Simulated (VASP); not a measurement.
**TiTe2 (space group P-3m1): computed properties**

Computed with r2SCAN meta-GGA, VASP's PBE PAW potentials (set 64) (plane waves; VASP).

| Quantity | Value |
|---|---|
| space group | P-3m1 (164) |
| cell | a = 3.819 Å, b = 3.819 Å, c = 6.704 Å, α = 90.00°, β = 90.00°, γ = 120.00° |
| volume per atom | 28.22 Å³/atom |
| band gap (over mesh and band path) | none (metal, semimetal or under 0.01 eV) |
| band gap with spin-orbit coupling | none (metallic) |
| density | 5.94 g/cm³ |

```xyz
3
Lattice="3.8185 0.0000 0.0000 -1.9093 3.3069 0.0000 0.0000 0.0000 6.7042" Properties=species:S:1:pos:R:3 pbc="T T T"
Ti     0.0000     0.0000     0.0000
Te     1.9093     1.1023     5.0213
Te     0.0000     2.2046     1.6829
```

Unless said otherwise, spin-orbit coupling is left out, though it shifts the bands of the heavy elements here.

The structure comes from a computed database's TiTe2 entry (P-3m1); how it stands against other phases isn't given here. It was relaxed first. Symmetry was kept, so distortions that lower it aren't found.
